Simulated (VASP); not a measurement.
# TiC: input slips in a relaxation and what they do, part 2 of 2

Aim: see how common mistakes in a VASP relaxation show up, on TiC. The starting structure is a measured crystal structure from the Crystallography Open Database. The first relaxation on each setting starts from this cell expanded by 3 % in volume.

VASP 6.6.1.

Results so far: reference 9.90 Å³ an atom; an ionic step far too long 9.90 Å³ an atom; a loose electronic threshold 9.94 Å³ an atom.

The database entry behind the starting cell differs from later determinations by our own check (about 0.5 % long), so it need not match the best structure at ambient conditions.

### 5. Relaxation with the cell held fixed (ISIF = 2) (continued)

Level of this step: PBEsol; plane waves and PAW (Ti_sv, C) (VASP).

OUTCAR, selected parts (step 5):

```text
  Total       -2.0801951     -2.0801951     -2.0801951     -0.0000000      0.0000000     -0.0000000
  in kB     -157.2423926   -157.2423926   -157.2423926     -0.0000000      0.0000000     -0.0000000
  external PRESSURE =    -157.2423926 kB  Pullay stress =       0.0000000 kB

 POSITION                                       TOTAL-FORCE (eV/Angst)
 -----------------------------------------------------------------------------------
      2.19654      2.19654      2.19654        -0.000000     -0.000000      0.000000
      0.00000      0.00000      0.00000         0.000000      0.000000      0.000000
 -----------------------------------------------------------------------------------
    total drift:                               -0.000000     -0.000000      0.000000

  FREE ENERGIE OF THE ION-ELECTRON SYSTEM (eV)
  ---------------------------------------------------
  free  energy   TOTEN  =       -19.7303162816 eV

  energy  without entropy=      -19.7301876602  energy(sigma->0) =      -19.73027341

[... 2 parts as in an earlier step ...]

[... 2 further parts left out ...]
[key lines of the parts left out:]
E-fermi :   8.8133
```

With the cell held fixed (ISIF = 2) the cell ends at 10.598 Å³ an atom, +7.03 % from the reference.

### 6. Relaxation with a loose energy criterion for the relaxation

A slip made on purpose: a loose energy criterion for the relaxation. Against step 2 the input has EDIFFG = 0.1 (also changed: NELM).

The input, INCAR:

```
SYSTEM = TiC
PREC = Accurate
ENCUT = 520
EDIFF = 1E-06
NELM = 60
ISMEAR = 1
SIGMA = 0.15
LREAL = .FALSE.
ALGO = Normal
GGA = PS
NBANDS = 14
LASPH = .TRUE.
LORBIT = 11
LWAVE = .FALSE.
LCHARG = .FALSE.
KPAR = 4
IBRION = 2
NSW = 50
ISIF = 3
EDIFFG = 0.1
```

The input, POSCAR:

```
TiC
1.0
    0.0000000000      2.1965360541      2.1965360541
    2.1965360541      0.0000000000      2.1965360541
    2.1965360541      2.1965360541      0.0000000000
Ti C
1 1
Direct
    0.5000000000      0.5000000000      0.5000000000
    0.0000000000      0.0000000000      0.0000000000
```

The input, KPOINTS:

```
Automatic mesh
0
Gamma
18 18 18
0 0 0
```

Potentials, in the order of the species: Ti_sv and C (PBE family, release 64).

The run is started by

```sh
$ mpirun -np 4 vasp_std
```

Log:

```text
[... set-up lines as in an earlier step ...]
 entering main loop
       N       E                     dE             d eps       ncg     rms          rms(c)
[... 16 cycles as in an earlier step ...]
   1 F= -.19730316E+02 E0= -.19730273E+02  d E =-.197303E+02
[...]
N       E                     dE             d eps       ncg     rms          rms(c)
DAV:   1    -0.233108762256E+02   -0.35806E+01   -0.81061E+01  6432   0.127E+02    0.183E+01
DAV:   2    -0.200442005076E+02    0.32667E+01   -0.74084E+00  7110   0.509E+01    0.501E+00
DAV:   3    -0.196133050246E+02    0.43090E+00   -0.99258E-01  7132   0.887E+00    0.228E+00
DAV:   4    -0.196053220715E+02    0.79830E-02   -0.75869E-01  7258   0.886E+00    0.154E+00
[...]
DAV:  10    -0.196731915615E+02   -0.66683E-04   -0.88778E-05  8326   0.567E-02    0.576E-03
DAV:  11    -0.196732007953E+02   -0.92338E-05   -0.32227E-05  8576   0.266E-02    0.222E-03
DAV:  12    -0.196732005526E+02    0.24268E-06   -0.76371E-07  3964   0.683E-03
   2 F= -.19673201E+02 E0= -.19673231E+02  d E =0.571157E-01
 trial-energy change:    0.057116  1 .order    0.075460   -0.313134    0.464053
 step:   0.4378(harm=  0.4029)  dis= 0.00000  next Energy=   -19.800394 (dE=-0.701E-01)
[...]
N       E                     dE             d eps       ncg     rms          rms(c)
DAV:   1    -0.211961340473E+02   -0.15229E+01   -0.27496E+01  6234   0.825E+01    0.127E+01
DAV:   2    -0.201650300350E+02    0.10311E+01   -0.58940E+00  6762   0.403E+01    0.420E+00
DAV:   3    -0.197452194837E+02    0.41981E+00   -0.76740E-01  7490   0.123E+01    0.128E+00
DAV:   4    -0.197657341069E+02   -0.20515E-01   -0.27400E-01  7116   0.448E+00    0.721E-01
[...]
DAV:   9    -0.198027526228E+02    0.84519E-05   -0.65986E-05  5784   0.792E-02    0.193E-02
DAV:  10    -0.198027589629E+02   -0.63402E-05   -0.84910E-06  8190   0.213E-02    0.765E-03
DAV:  11    -0.198027598079E+02   -0.84493E-06   -0.25925E-06  6120   0.946E-03
   3 F= -.19802760E+02 E0= -.19802723E+02  d E =-.724435E-01
[...]
reached required accuracy - stopping structural energy minimisation
```

The job ended after 85 s (4 MPI ranks of AMD EPYC 7R43, shared host; peak memory 0.6 GiB).

Parts of OUTCAR (step 6):

```text
  Total       -0.0412976     -0.0412976     -0.0412976     -0.0000000     -0.0000000      0.0000000
  in kB       -3.3367820     -3.3367820     -3.3367820     -0.0000000     -0.0000000      0.0000000
  external PRESSURE =      -3.3367820 kB  Pullay stress =       0.0000000 kB

 POSITION                                       TOTAL-FORCE (eV/Angst)
 -----------------------------------------------------------------------------------
      2.14829      2.14829      2.14829         0.000000      0.000000     -0.000000
      0.00000      0.00000     -0.00000        -0.000000     -0.000000      0.000000
 -----------------------------------------------------------------------------------
    total drift:                               -0.000000     -0.000000      0.000000

  FREE ENERGIE OF THE ION-ELECTRON SYSTEM (eV)
  ---------------------------------------------------
  free  energy   TOTEN  =       -19.8027598079 eV

  energy  without entropy=      -19.8026480720  energy(sigma->0) =      -19.80272256

[... 2 parts as in an earlier step ...]

[... 2 further parts left out ...]
[key lines of the parts left out:]
E-fermi :   9.5910
```

With a loose energy criterion for the relaxation the cell ends at 9.915 Å³ an atom, +0.13 % from the reference.

### 7. Comparison

```tsv
run	volume (Å³/atom)	change (%)	pressure left (GPa)	core minutes
reference	9.901	-	-0.01	9.14
an ionic step far too long	9.901	0.0	0.05	10.5
a loose electronic threshold	9.938	0.37	-0.02	6.94
the cell held fixed (ISIF = 2)	10.598	7.03	-15.72	2.0
a loose energy criterion for the relaxation	9.915	0.13	-0.33	5.67
```

Core minutes are wall time times ranks, summed over the relaxations behind a row (those for a bulk modulus apart), on shared hosts.

### 8. What came out

* volume of the reference: 9.901 Å³/atom
* volume against the reference, an ionic step far too long: +0.00 %
* volume against the reference, a loose electronic threshold: +0.37 %
* volume against the reference, the cell held fixed (ISIF = 2): +7.03 %
* volume against the reference, a loose energy criterion for the relaxation: +0.13 %

In words: Finished, but with signs in the output that stand out against the reference: an ionic step far too long, with the volume changed by less than 0.1 % (signs: an energy that rises by up to 4.3 eV an atom on the way); a loose electronic threshold, with the volume changed by +0.4 % (signs: -5.4 GPa at the first ionic step (of the first relaxations, not shown; reference: -15.7 GPa) and an energy that rises by up to 0.2 eV an atom on the way); the cell held fixed (ISIF = 2), with the volume kept at the input's, +7.0 % from the reference (signs: a stress of up to 15.7 GPa); a loose energy criterion for the relaxation, with the volume changed by +0.1 % (signs: a stress of up to 0.3 GPa). The reference was restarted once and the runs with a slip weren't, so their cells may not have settled fully. Further runs on this material are not shown.

[Lines on the potential files, build, host, timing and source positions are cut from VASP's logs without a mark.]

[Logs are printed without paths, hosts, clocks, repeated set-up lines and the standing remarks that a program may print on its own settings, such as how far it seeks lower states.]

[Hosts, paths, dates, database ids (printed as entryN), source tags and the programs' standing remarks are cut or masked in the printed files.]
